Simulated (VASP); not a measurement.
# AgB2 (P6/mmm) in VASP: a series of runs

The runs below take AgB2 through single point, with r2SCAN.

All numbers are computed with VASP 6.6.1; they aren't measurements. Logs are shortened: lines on timing, memory, paths and dates and some standing lists are left out, and cuts for length are marked.

## 1. Starting point

Symmetry: P6/mmm, No. 191, hexagonal system. Conventional cell: a = 3.000 Å, b = 3.000 Å, c = 3.240 Å, α = 90.00°, β = 90.00°, γ = 120.00°. Ag (site symmetry 6/mmm) is surrounded by 12 B at 2.37 Å. B (site symmetry -6m2) has 3 B at 1.73 Å as nearest neighbours.

## 2. Single point, r2SCAN

INCAR reads:

```
SYSTEM = AgB2
PREC = Accurate
ENCUT = 340
EDIFF = 1E-6
ISMEAR = 0
SIGMA = 0.05
LREAL = .False.
LASPH = .True.
NELM = 100
ALGO = Normal
ISIF = 2
LWAVE = .False.
LCHARG = .False.
METAGGA = R2SCAN
LMIXTAU = .True.
ADDGRID = .False.
```

KPOINTS reads:

```
regular mesh
0
Gamma
  6 6 5
  0 0 0
```

POSCAR reads:

```
AgB2
1.0
    3.0000000000      0.0000000000      0.0000000000
   -1.5000000000      2.5980762114      0.0000000000
    0.0000000000      0.0000000000      3.2400000000
Ag B
1 2
Direct
    0.0000000000      0.0000000000      0.0000000000
    0.6666666667      0.3333333333      0.5000000000
    0.3333333333      0.6666666667      0.5000000000
```

Potentials or basis: VASP PAW PBE potentials, release 64 (Ag, B).

Started as:

```bash
cat potpaw_PBE.64/Ag/POTCAR potpaw_PBE.64/B/POTCAR > POTCAR
mpirun -np 1 vasp_std > vasp.out
```

OUTCAR:

```text
SYSTEM = AgB2
   PREC = Accurate
   ENCUT = 340
   EDIFF = 1E-6
   ISMEAR = 0
   LREAL = .False.
   LASPH = .True.
   NELM = 100
   ISIF = 2
   METAGGA = R2SCAN

 Found     21 irreducible k-points:

 Following reciprocal coordinates:
            Coordinates               Weight
  0.000000  0.000000  0.000000      1.000000
  0.166667 -0.000000  0.000000      6.000000
  0.333333  0.000000  0.000000      6.000000
  0.500000 -0.000000  0.000000      3.000000
  0.166667  0.166667  0.000000      6.000000
  0.333333  0.166667  0.000000     12.000000
   k-points           NKPTS =     21   k-points in BZ     NKDIM =     21   number of bands    NBANDS=     12
   number of dos      NEDOS =    301   number of ions     NIONS =      3
   total plane-waves  NPLWV =   6480
   dimension x,y,z NGX =    18 NGY =   18 NGZ =   20
   dimension x,y,z NGXF=    36 NGYF=   36 NGZF=   40
   ions per type =               1   2
   NGX,Y,Z   is equivalent  to a cutoff of   9.97,  9.97, 10.26 a.u.
   NGXF,Y,Z  is equivalent  to a cutoff of  19.95, 19.95, 20.52 a.u.
 SYSTEM =  AgB2
   PREC   = accura    normal or accurate (medium, high low for compatibility)
   ISTART =      0    job   : 0-new  1-cont  2-samecut
   ICHARG =      2    charge: 1-file 2-atom 10-const
   ISPIN  =      1    spin polarized calculation?
   LNONCOLLINEAR =      F non collinear calculations
   LSORBIT =      F    spin-orbit coupling
   LASPH  =      T    aspherical Exc in radial PAW
   ENCUT  =  340.0 eV  24.99 Ry    5.00 a.u.   4.51  4.51  4.87*2*pi/ulx,y,z
   NELM   =    100;   NELMIN=  2; NELMDL= -5     # of ELM steps
   EDIFF  = 0.1E-05   stopping-criterion for ELM
   LREAL  =      F    real-space projection
   EDIFFG = 0.1E-04   stopping-criterion for IOM
   NSW    =      0    number of steps for IOM
   IBRION =     -1    ionic relax: 0-MD 1-quasi-New 2-CG
   NFREE  =      0    steps in history (QN), initial steepest desc. (CG)
   ISIF   =      2    stress and relaxation
   ISYM   =      2    0-nonsym 1-usesym 2-fastsym
   POTIM  = 0.5000    time-step for ionic-motion
   TEBEG  =    0.0;   TEEND  =   0.0 temperature during run
   PSTRESS=    0.0 pullay stress
   NELECT =      17.0000    total number of electrons
   NUPDOWN=      -1.0000    fix difference up-down
   EMIN   =  10.00;   EMAX   =-10.00  energy-range for DOS
   EFERMI =   0.00;   METHOD = LEGACY
   ISMEAR =     0;   SIGMA  =   0.05  broadening in eV -4-tet -1-fermi 0-gaus
   EFERMI_NEDOS =   21; number of points for ismear=-14 and -15
   IALGO  =     38    algorithm
   IMIX   =      4    mixing-type and parameters
     AMIX     =   0.40;   BMIX     =  1.00
     AMIX_MAG =   1.60;   BMIX_MAG =  1.00
  volume/ion in A,a.u.               =       8.42        56.81
  Fermi-wavevector in a.u.,A,eV,Ry     =   1.434779  2.711340 28.008838  2.058591
  Thomas-Fermi vector in A             =   2.554150
   LORBIT       =      0    0 simple, 1 ext, 2 COOP (PROOUT), +10 PAW based schemes
   METAGGA = R2SCAN    functional components
   LHFCALC =     F    Hartree Fock is set to
   AEXX    =    0.0000 exact exchange contribution
   IVDW    =     0    specifies the selected vdW correction
   LEPSILON=     F    determine dielectric tensor
   LRPA    =     F    only Hartree local field effects (RPA)
 non-spin polarized calculation
 Gauss-broadening in eV      SIGMA  =   0.05
  energy-cutoff  :      340.00
  volume of cell :       25.25
 maximum number of plane-waves:       366
   NGX =  9   NGY =  9   NGZ =  9

 number of electron      16.9999982 magnetization

 Free energy of the ion-electron system (eV)
  ---------------------------------------------------
  ext. energy  EPLUGINS =         0.00000000
  ---------------------------------------------------
  free energy    TOTEN  =       -33.17012157 eV

  energy without entropy =      -33.16666419  energy(sigma->0) =      -33.16839288

 E-fermi :  10.6955     XC(G=0): -14.2504

 val. band max:       10.6712681411   @ k =   0.1667  -0.0000   0.4000
 cond. band min:      10.7073074674   @ k =   0.5000  -0.0000   0.4000
 fundamental gap:      0.0360393263
 Fermi energy:        10.6954558532

 k-point     1 :       0.0000    0.0000    0.0000
  band No.  band energies     occupation
      1      -4.4472      2.00000
      2       3.3040      2.00000
      3       3.7451      2.00000
      4       3.7452      2.00000
      5       5.3729      2.00000
      6       5.3729      2.00000
      7       7.3720      2.00000
      8      11.8060      0.00000
      9      11.8060      0.00000
     10      16.6007      0.00000
     11      16.6007      0.00000
     12      16.7579      0.00000

 k-point     2 :       0.1667   -0.0000    0.0000
  band No.  band energies     occupation
      1      -3.8880      2.00000
      2       3.2865      2.00000
      3       3.5220      2.00000
      4       4.1052      2.00000
      5       4.3418      2.00000
      6       5.2932      2.00000
      7       9.0727      2.00000
      8       9.7252      2.00000
      9      10.2695      2.00000
     10      16.4693      0.00000
     11      17.6969      0.00000
     12      19.1212      0.00000

 k-point     3 :       0.3333    0.0000    0.0000
  band No.  band energies     occupation
      1      -2.3155      2.00000
      2       2.0949      2.00000
      3       3.3779      2.00000
      4       3.5730      2.00000
      5       5.0369      2.00000
      6       5.1372      2.00000
      7       7.5132      2.00000
      8       8.2909      2.00000
      9      11.8116      0.00000
     10      16.6987      0.00000
     11      17.0849      0.00000
     12      17.9667      0.00000

 k-point     4 :       0.5000   -0.0000    0.0000
  band No.  band energies     occupation
      1      -0.3451      2.00000
      2       0.2868      2.00000
      3       3.0529      2.00000
      4       3.2651      2.00000
      5       5.0611      2.00000
      6       5.8819      2.00000
      7       7.1586      2.00000
      8       7.1618      2.00000
      9      13.9084      0.00000
     10      15.2809      0.00000
     11      17.3406      0.00000
     12      17.4424      0.00000

 k-point     5 :       0.1667    0.1667    0.0000
  band No.  band energies     occupation
      1      -2.8172      2.00000
      2       2.6033      2.00000
      3       3.6544      2.00000
      4       3.6596      2.00000
      5       4.6623      2.00000
      6       5.0330      2.00000
      7       8.1097      2.00000
      8       8.2860      2.00000
      9      11.1440      0.00000
     10      17.0168      0.00000
     11      17.8544      0.00000
     12      19.2352      0.00000

 k-point     6 :       0.3333    0.1667    0.0000
  band No.  band energies     occupation
      1      -0.8799      2.00000
      2       1.3406      2.00000
      3       3.0616      2.00000
      4       3.3039      2.00000
      5       4.6693      2.00000
      6       5.5301      2.00000
      7       6.7613      2.00000
      8       7.1463      2.00000
      9      13.8155      0.00000
     10      16.0276      0.00000
     11      17.7585      0.00000
     12      19.2610      0.00000

 [... further k-points ...]
[... 5 lines left out ...]
  --------------------------------------------------------------------------------------
  -------------------------------------------------------------------------------------
  Total        6.5209166      6.5209166     11.9573803      0.0000000     -0.0000000      0.0000000
  in kB      413.7148173    413.7148173    758.6273096      0.0000000     -0.0000000      0.0000000
  external PRESSURE =     528.6856481 kB  Pullay stress =       0.0000000 kB

 VOLUME and BASIS-vectors are now :
 -----------------------------------------------------------------------------
  energy-cutoff  :      340.00
  volume of cell :       25.25
      direct lattice vectors                 reciprocal lattice vectors
     3.000000000  0.000000000  0.000000000     0.333333333  0.192450090  0.000000000
    -1.500000000  2.598076211  0.000000000     0.000000000  0.384900179  0.000000000
     0.000000000  0.000000000  3.240000000     0.000000000  0.000000000  0.308641975

 POSITION                                       TOTAL-FORCE (eV/Angst)
 -----------------------------------------------------------------------------------
      0.00000      0.00000      0.00000        -0.000000      0.000000      0.000000
      1.50000      0.86603      1.62000        -0.000000      0.000000      0.000000
     -0.00000      1.73205      1.62000         0.000000     -0.000000      0.000000
 -----------------------------------------------------------------------------------
    total drift:                                0.000000      0.000000     -0.000000

  FREE ENERGIE OF THE ION-ELECTRON SYSTEM (eV)
  ---------------------------------------------------
  free  energy   TOTEN  =       -33.1701215697 eV

  energy  without entropy=      -33.1666641882  energy(sigma->0) =      -33.16839288
```

OSZICAR:

```text
N       E                     dE             d eps       ncg     rms          rms(c)
DAV:   1     0.190476001588E+02    0.19048E+02   -0.66460E+03   560   0.952E+02
DAV:   2    -0.394420866593E+02   -0.58490E+02   -0.54404E+02   552   0.208E+02
DAV:   3    -0.407016812506E+02   -0.12596E+01   -0.12334E+01   608   0.312E+01
DAV:   4    -0.407093192572E+02   -0.76380E-02   -0.76316E-02   556   0.239E+00
DAV:   5    -0.407093882336E+02   -0.68976E-04   -0.68974E-04   616   0.218E-01    0.195E+01
DAV:   6    -0.333508104142E+02    0.73586E+01   -0.17908E+01   536   0.694E+01    0.185E+01
DAV:   7    -0.332343496243E+02    0.11646E+00   -0.19278E+00   544   0.205E+01    0.855E+00
DAV:   8    -0.331574624558E+02    0.76887E-01   -0.19493E-01   528   0.459E+00    0.184E+00
DAV:   9    -0.331549764033E+02    0.24861E-02   -0.31236E-02   532   0.244E+00    0.394E-01
DAV:  10    -0.331667035529E+02   -0.11727E-01   -0.24528E-02   516   0.181E+00    0.252E-01
DAV:  11    -0.331690835979E+02   -0.23800E-02   -0.20432E-03   560   0.525E-01    0.724E-02
DAV:  12    -0.331699825603E+02   -0.89896E-03   -0.15112E-03   532   0.457E-01    0.552E-02
DAV:  13    -0.331700648289E+02   -0.82269E-04   -0.13993E-04   540   0.134E-01    0.122E-02
DAV:  14    -0.331701188520E+02   -0.54023E-04   -0.26612E-05   556   0.687E-02    0.459E-03
DAV:  15    -0.331701202173E+02   -0.13653E-05   -0.41079E-06   536   0.212E-02    0.148E-03
DAV:  16    -0.331701219110E+02   -0.16937E-05   -0.40680E-07   288   0.855E-03    0.602E-04
DAV:  17    -0.331701215697E+02    0.34131E-06   -0.60549E-08   264   0.323E-03
   1 F= -.33170122E+02 E0= -.33168393E+02  d E =-.345738E-02
```

stdout:

```text
POSCAR found type information on POSCAR AgB
 POSCAR found :  2 types and       3 ions
 scaLAPACK will be used
 -----------------------------------------------------------------------------
|                                                                             |
|                                                                             |
|     You enforced a specific xc type in the INCAR file but a different       |
|     I HOPE YOU KNOW WHAT YOU ARE DOING!                                     |
|                                                                             |
 -----------------------------------------------------------------------------

 LDA part: xc-table for (None), standard interpolation
 POSCAR, INCAR and KPOINTS ok, starting setup
 FFT: planning ... GRIDC
 FFT: planning ... GRID_SOFT
 FFT: planning ... GRID
 WAVECAR not read
 entering main loop
```

It took 11 s on 1 thread of Intel Xeon 6975P-C (Granite Rapids), shared host; peak memory 0.12 GiB.

The run converged, but some of its settings lie outside the range that counts as converged, so its numbers aren't taken as properties of the crystal.

Results:

* Free energy: -33.1701 eV
* Band gap on the k mesh: none (metal or under the smearing width)

Caveat: the k mesh is coarse (spacing up to 0.40 Å⁻¹), so the values aren't converged; the cutoff is under 1.25 times the usual one of these potentials, so pressure, stress and relaxed cells hold a basis-set (Pulay) error; a pressure of tens of GPa on the cell as given is suspect, and the run, the potentials or the cell itself is likely at fault; the PAW data sets were made with another functional, which shifts forces and pressure a little.

## 3. Single point, r2SCAN

INCAR is that of step 2.

KPOINTS is that of step 2.

POSCAR reads:

```
AgB2
1.0
    3.0000000000      0.0000000000      0.0000000000
   -1.5000000000      2.5980762114      0.0000000000
    0.0000000000      0.0000000000      3.2400000000
Ag B
1 2
Direct
    0.0172000000      0.0014340000     -0.0107780000
    0.6537670000      0.3220700000      0.4709270000
    0.3421410000      0.7037590000      0.5156140000
```

Potentials or basis: VASP PAW PBE potentials, release 64 (Ag, B).

Started as:

```bash
cat potpaw_PBE.64/Ag/POTCAR potpaw_PBE.64/B/POTCAR > POTCAR
mpirun -np 1 vasp_std > vasp.out
```

It took 30 s on 1 thread of Intel Xeon 6975P-C (Granite Rapids), shared host; peak memory 0.12 GiB.

These settings aren't checked as converged: the numbers below hold their error.

Results:

```yaml
Free_energy: -32.9824 eV
Largest_force: 2.260 eV/Å
Band_gap_on_the_k_mesh: none (metal or under the smearing width)
```

Caveat: the k mesh is coarse (spacing up to 0.40 Å⁻¹), so the values aren't converged; the cutoff is under 1.25 times the usual one of these potentials, so pressure, stress and relaxed cells hold a basis-set (Pulay) error; the PAW data sets were made with another functional, which shifts forces and pressure a little.

(Part 1 of 3 ends here.)
